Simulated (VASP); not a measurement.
An input for Ansatz (written as the equivalent of a VASP run, and not itself run):

Ansatz 0.2 input:
```yaml
crystal:
  lattice:
    - [0.0000000, 1.9524948, 1.9524948]
    - [1.9524948, 0.0000000, 1.9524948]
    - [1.9524948, 1.9524948, 0.0000000]
  atoms:
    - { symbol: Pd, position: [0.0000000, 0.0000000, 0.0000000] }
kpoints:
  mp_grid: { grid: [16, 16, 16] }
hamiltonian:
  xc: pbe
  pseudopotentials: { kind: paw }
scf:
  occupations: { method: methfessel_paxton, width: 0.1 }
  max_iter: 100
relax:
  max_steps: 40
  f_tol: 0.02
  cell: { p_target: 10 }
output: { forces: true, stress: true, eigenvalues: true }
```

Q: Translate this input to VASP (INCAR, KPOINTS, POSCAR, choice of POTCAR).

A: This is not unique; one that fits is 
**KPOINTS**
```
Automatic
0
G
16 16 16
0 0 0
```

### POSCAR
```
Pd
1.0
  0.0000000000   1.9524947529   1.9524947529
  1.9524947529   0.0000000000   1.9524947529
  1.9524947529   1.9524947529   0.0000000000
Pd
1
direct
  0.0000000000   0.0000000000   0.0000000000
```

### INCAR
```
ALGO = Normal
EDIFF = 1E-6
EDIFFG = -0.02
ENCUT = 500
GGA = PE
IBRION = 2
ISIF = 3
ISMEAR = 1
LASPH = .TRUE.
LCHARG = .FALSE.
LMAXMIX = 4
LREAL = .FALSE.
LWAVE = .FALSE.
NELM = 100
NSW = 40
PREC = Accurate
PSTRESS = 100
SIGMA = 0.1
SYSTEM = Pd
```

POTCAR, in this order: Pd (PBE.64 set). Program: vasp_std.

The two are equivalent in intent, not identical: each code has its own PAW files, so the cut-off isn't converted (ENCUT is set for VASP's; basis.ecutwfc is left out, and Ansatz then takes the one that its files recommend); Ansatz stops its SCF on the density residual and VASP on the energy change (EDIFF).

The compound is Pd in the fcc structure. This run relaxes it under an external pressure of 10 GPa. Symmetry was kept, so distortions that lower it aren't found.
